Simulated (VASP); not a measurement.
A run of VASP 6.6.1 is set up as follows.

POSCAR

```
SiBH5
1.0
   12.0000000000      0.0000000000      0.0000000000
    0.0000000000     13.0000000000      0.0000000000
    0.0000000000      0.0000000000     12.0000000000
B Si H
1 1 5
Cartesian
    5.7955500000      5.5249000300      6.4821000000
    5.9278500000      7.4992000200      6.1293000000
    4.7127500400      5.0232999700      6.5679000000
    6.7451499600      4.8113999700      6.6132000000
    5.2227500400      7.8073000200      4.8506000400
    5.2151499600      8.2306000400      7.2174000000
    7.3132500000      8.0327000000      6.0383000400
```

INCAR.step1

```
SYSTEM = SiBH5
  ALGO = Normal
  EDIFF = 1E-5
  ENCUT = 520
  GGA = PE
  ISIF = 2
  ISMEAR = 0
  LASPH = .TRUE.
  LCHARG = .FALSE.
  LREAL = .FALSE.
  LWAVE = .TRUE.
  NELM = 60
  PREC = Accurate
  SIGMA = 0.01
```

INCAR.step2

```
SYSTEM = SiBH5
  ALGO = Normal
  EDIFF = 1E-7
  ENCUT = 520
  GGA = PE
  HFSCREEN = 0.2
  ISIF = 2
  ISMEAR = 0
  ISTART = 1
  IVDW = 13
  LASPH = .TRUE.
  LCHARG = .FALSE.
  LHFCALC = .TRUE.
  LREAL = .FALSE.
  LWAVE = .FALSE.
  NELM = 60
  PREC = Accurate
  PRECFOCK = Fast
  SIGMA = 0.01
```

Contents of KPOINTS:

```
k-points
0
G
  1 1 1
  0 0 0
```

Potentials or basis: VASP PAW PBE potentials, release 64 (B, Si, H).

The run is started by

```bash
$ cat potpaw_PBE.64/B/POTCAR potpaw_PBE.64/Si/POTCAR potpaw_PBE.64/H/POTCAR > POTCAR
$ cp INCAR.step1 INCAR
$ mpirun -np 1 vasp_gam > vasp.out
$ cp INCAR.step2 INCAR
$ mpirun -np 1 vasp_gam > vasp.out
```

Estimate the gap between the frontier levels.

5.21 eV.

Predict the largest force.

0.057 eV/Å.

Estimate the dispersion energy per atom.

-0.010 eV.

Forces in eV/Å, atoms in the order of the input:
```
B   -0.002  0.003  0.000
Si  -0.002  0.024 -0.004
H    0.017  0.002 -0.005
H   -0.011  0.013 -0.002
H    0.027 -0.010  0.045
H    0.027 -0.018 -0.034
H   -0.056 -0.014  0.001
```

Caveat: the PAW data sets were made with another functional, which shifts forces and pressure a little.
